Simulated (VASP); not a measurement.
A convergence study with VASP on Co (hcp): one setting is varied, all else stays as given below, so the limit is that of these other settings. Each run relaxes cell and ions from the cell shown. The basis is that of the starting cell, so low cut-offs carry a Pulay error.

```xyz
2
Lattice="1.2550 -2.1737 0.0000 1.2550 2.1737 0.0000 0.0000 0.0000 4.0700" Properties=species:S:1:pos:R:3 pbc="T T T"
Co     1.2550     0.7246     1.0175
Co     1.2550    -0.7246     3.0525
```
Starting moments (μB, in the order of the record's atoms Co Co): 1.8 1.8.

Calculation: PBE GGA, VASP's PBE PAW potentials (set 64) (plane waves; VASP 6.6.1). The tightest run used: 700 eV cut-off, 14×14×7 Γ-centred mesh, first-order Methfessel-Paxton smearing of 0.10 eV, potentials Co.

### Question
The settings run are ENCUT = 200; ENCUT = 250; ENCUT = 300; ENCUT = 350; ENCUT = 400; ENCUT = 450; ENCUT = 500; ENCUT = 550; ENCUT = 600; ENCUT = 650; ENCUT = 700. From which on does the relaxed volume stay within 0.05 Å³/atom of the tightest run?

### Answer
From ENCUT = 300 on: it is off by 0.012 there and by no more than 0.05 in any finer run, while ENCUT = 250 is off by 0.361.
```csv
setting,relaxed volume (Å³/atom),E (eV/atom),moment (μB),plane waves,difference judged (Å³/atom)
ENCUT = 200,9.101,-7.1204,-0.002,151,1.692
ENCUT = 250,10.432,-7.0371,3.068,214,0.361
ENCUT = 300,10.781,-7.0428,3.142,276,0.012
ENCUT = 350,10.767,-7.0389,3.137,340,0.026
ENCUT = 400,10.767,-7.0343,3.134,428,0.025
ENCUT = 450,10.789,-7.0326,3.141,495,0.004
ENCUT = 500,10.794,-7.0324,3.143,578,0.002
ENCUT = 550,10.792,-7.0324,3.142,668,0.001
ENCUT = 600,10.790,-7.0323,3.141,762,0.003
ENCUT = 650,10.790,-7.0322,3.141,852,0.002
ENCUT = 700,10.793,-7.0322,3.142,966,0.000
```

Left out are rungs that failed or repeat a setting and relaxations that didn't move; long series are thinned to 24 rows.

The compound is Co in the hcp structure.
